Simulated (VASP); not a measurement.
Method: optB88-vdW, VASP's PBE PAW potentials (set 64) (plane waves; VASP).

VASP input:

**INCAR**
```
# general
SYSTEM   = NiAl
PREC     = Accurate
ENCUT    = 520
LREAL    = .FALSE.
LASPH    = .TRUE.

# electronic loop
EDIFF    = 1E-6
NELM     = 100
ALGO     = Normal
LMAXMIX  = 4

# smearing
ISMEAR   = 1
SIGMA    = 0.1

# functional
GGA      = BO
LUSE_VDW = .TRUE.
AGGAC    = 0.0
PARAM1   = 0.1833333333
PARAM2   = 0.22

# ions
IBRION   = 2
NSW      = 60
ISIF     = 3
EDIFFG   = -0.01

# output
LWAVE    = .FALSE.
LCHARG   = .FALSE.
```

### KPOINTS
```
Regular mesh
0
G
  11 11 11
0 0 0
```

File POSCAR:
```
NiAl
1
    2.8900000000     0.0000000000     0.0000000000
    0.0000000000     2.8900000000     0.0000000000
    0.0000000000     0.0000000000     2.8900000000
Al Ni
1 1
Direct
  0.5000000000   0.5000000000   0.5000000000
  0.0000000000   0.0000000000   0.0000000000
```

POTCAR, in this order: Al Ni (PBE.64 set). Program: vasp_std.

Output

### OSZICAR
```
       N       E                     dE             d eps       ncg     rms          rms(c)
DAV:   1     0.442461456267E+02    0.44246E+02   -0.57432E+03  1136   0.134E+03
DAV:   2    -0.606058955186E+01   -0.50307E+02   -0.48066E+02  1124   0.205E+02
DAV:   3    -0.730825915997E+01   -0.12477E+01   -0.12363E+01  1348   0.422E+01
DAV:   4    -0.732799901482E+01   -0.19740E-01   -0.19728E-01  1270   0.464E+00
DAV:   5    -0.732859787887E+01   -0.59886E-03   -0.59885E-03  1310   0.825E-01    0.104E+01
DAV:   6    -0.870885435166E+01   -0.13803E+01   -0.43453E+01  1238   0.114E+02    0.132E+01
DAV:   7    -0.625329128381E+01    0.24556E+01   -0.13308E+01  1240   0.695E+01    0.966E-01
DAV:   8    -0.625049929541E+01    0.27920E-02   -0.28467E-01  1350   0.642E+00    0.977E-01
DAV:   9    -0.623911221579E+01    0.11387E-01   -0.50944E-02  1302   0.384E+00    0.130E-01
DAV:  10    -0.623899055061E+01    0.12167E-03   -0.10131E-03  1262   0.469E-01    0.651E-02
DAV:  11    -0.623899006509E+01    0.48553E-06   -0.38615E-05  1618   0.799E-02    0.174E-02
DAV:  12    -0.623898767089E+01    0.23942E-05   -0.87889E-07   804   0.876E-03    0.361E-03
DAV:  13    -0.623898757563E+01    0.95265E-07   -0.48295E-07   568   0.886E-03
   1 F= -.62389876E+01 E0= -.62388269E+01  d E =-.623899E+01
       N       E                     dE             d eps       ncg     rms          rms(c)
DAV:   1    -0.624073289153E+01   -0.17452E-02   -0.22637E-02  1208   0.283E+00    0.383E-01
DAV:   2    -0.624265001230E+01   -0.19171E-02   -0.64736E-02  1260   0.434E+00    0.487E-01
DAV:   3    -0.623903070462E+01    0.36193E-02   -0.25623E-02  1254   0.279E+00    0.541E-02
DAV:   4    -0.623899434193E+01    0.36363E-04   -0.14489E-04  1144   0.124E-01    0.118E-02
DAV:   5    -0.623899308085E+01    0.12611E-05   -0.10795E-05  1332   0.507E-02    0.292E-03
DAV:   6    -0.623899298913E+01    0.91722E-07   -0.37921E-07   594   0.744E-03
   2 F= -.62389930E+01 E0= -.62388310E+01  d E =-.541350E-05
       N       E                     dE             d eps       ncg     rms          rms(c)
DAV:   1    -0.623941778991E+01   -0.42471E-03   -0.53201E-03  1208   0.138E+00    0.185E-01
DAV:   2    -0.623985725054E+01   -0.43946E-03   -0.15021E-02  1260   0.209E+00    0.235E-01
DAV:   3    -0.623901950052E+01    0.83775E-03   -0.60014E-03  1256   0.134E+00    0.273E-02
DAV:   4    -0.623900940420E+01    0.10096E-04   -0.35911E-05  1162   0.682E-02    0.401E-03
DAV:   5    -0.623900935156E+01    0.52640E-07   -0.12557E-06   642   0.170E-02
   3 F= -.62390094E+01 E0= -.62388480E+01  d E =-.217759E-04
```

### OUTCAR
```
------------------------ aborting loop because EDIFF is reached ----------------------------------------
  FORCE on cell =-STRESS in cart. coord.  units (eV):
  Direction    XX          YY          ZZ          XY          YZ          ZX
  --------------------------------------------------------------------------------------
  Total        0.0011314      0.0011314      0.0011314     -0.0000000      0.0000000     -0.0000000
  in kB        0.0751961      0.0751961      0.0751961     -0.0000000      0.0000000     -0.0000000
  external PRESSURE =       0.0751961 kB  Pullay stress =       0.0000000 kB
  volume of cell :       24.11
      direct lattice vectors                 reciprocal lattice vectors
     2.888737804 -0.000000000  0.000000000     0.346171950  0.000000000  0.000000000
    -0.000000000  2.888737804  0.000000000     0.000000000  0.346171950  0.000000000
    -0.000000000 -0.000000000  2.888737804    -0.000000000 -0.000000000  0.346171950
 POSITION                                       TOTAL-FORCE (eV/Angst)
 -----------------------------------------------------------------------------------
      1.44437      1.44437      1.44437        -0.000000      0.000000      0.000000
      0.00000      0.00000      0.00000         0.000000     -0.000000     -0.000000
 -----------------------------------------------------------------------------------
    total drift:                                0.000000      0.000000      0.000000
  FREE ENERGIE OF THE ION-ELECTRON SYSTEM (eV)
  ---------------------------------------------------
  free  energy   TOTEN  =        -6.2390093516 eV

  energy  without entropy=       -6.2385253967  energy(sigma->0) =       -6.23884803

 reached required accuracy - stopping structural energy minimisation
```
(Selected blocks of OUTCAR.)

**CONTCAR**
```
NiAl
   1.00000000000000
     2.8887378038883611   -0.0000000000000000    0.0000000000000000
    -0.0000000000000000    2.8887378038883611    0.0000000000000000
    -0.0000000000000000   -0.0000000000000000    2.8887378038883611
  Al              Ni
     1     1
Direct
     0.5000000000000000    0.5000000000000000    0.5000000000000000
     0.0000000000000000    0.0000000000000000    0.0000000000000000
```

**OUTCAR**
```
 val. band max:        9.8318491712   @ k =   0.3636   0.2727   0.0909

 cond. band min:       9.8748739722   @ k =   0.4545   0.3636   0.2727


 Fermi energy:         9.8366543482

 k-point     1 :       0.0000    0.0000    0.0000
  band No.  band energies     occupation
      1      -1.2017      2.00000
      2       6.6561      2.00000
      3       6.6561      2.00000
      4       8.2846      2.00000
      5       8.2846      2.00000
      6       8.2846      2.00000
      7      15.2819      0.00000
      8      15.2819      0.00000
      9      15.2819      0.00000
     10      18.0558      0.00000

 k-point     2 :       0.0909    0.0000    0.0000
  band No.  band energies     occupation
      1      -1.0504      2.00000
      2       6.6441      2.00000
      3       6.6905      2.00000
      4       8.2204      2.00000
      5       8.2204      2.00000
      6       8.2915      2.00000
      7      13.9090      0.00000
      8      15.4811      0.00000
      9      15.4811      0.00000
     10      18.0660      0.00000

 k-point     3 :       0.1818    0.0000    0.0000
  band No.  band energies     occupation
      1      -0.6001      2.00000
      2       6.5424      2.00000
      3       6.7842      2.00000
      4       8.0575      2.00000
      5       8.0575      2.00000
      6       8.3100      2.00000
      7      11.9038      0.00000
      8      16.0505      0.00000
      9      16.0505      0.00000
     10      18.0956      0.00000

 k-point     4 :       0.2727    0.0000    0.0000
  band No.  band energies     occupation
      1       0.1382      2.00000
      2       6.1238      2.00000
      3       6.9107      2.00000
      4       7.8617      2.00000
      5       7.8617      2.00000
      6       8.3343      2.00000
      7      10.3104     -0.00000
      8      16.9291      0.00000
      9      16.9291      0.00000
     10      18.1404      0.00000

 k-point     5 :       0.3636    0.0000    0.0000
...
```

The compound is NiAl in the CsCl type structure. This run relaxes it. Symmetry was kept, so distortions that lower it aren't found. The run is not spin-polarised, so no magnetic state was tried. The electron count is odd and the run is not spin-polarised, which forces a metal.
